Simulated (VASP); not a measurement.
Consider the following.

```
CELL_PARAMETERS angstrom
      2.83250     0.00000     0.00000
     -1.41625     2.45302     0.00000
      0.00000     0.00000     2.65157
ATOMIC_POSITIONS crystal
  Cu 0.00000 0.00000 0.00000
  O  0.66667 0.33333 0.50000
```

Level of theory: PBEsol GGA, VASP's PBE PAW potentials (set 64) (plane waves; VASP 6.6.1). Numerical set-up: 520 eV cut-off, 17×17×15 Γ-centred mesh, tetrahedra with Blöchl corrections, potentials Cu O.

Estimate the energy per atom (σ→0), band gap (on the k-mesh) with the smallest direct gap where there is one.

```
Quantity                                                    Result
------------------------  ----------------------------------------
band gap (on the k-mesh)  none (metal, semimetal or under 0.01 eV)
energy per atom (σ→0)                               -5047 meV/atom
```

Only differences to runs with the same potentials and settings are physical.

The structure was generated: CuO was put into the WC type (P-6m2), which need not be its known phase. It was relaxed first, which changed the volume by +39 %. The electron count is odd and the run is not spin-polarised, which forces a metal.
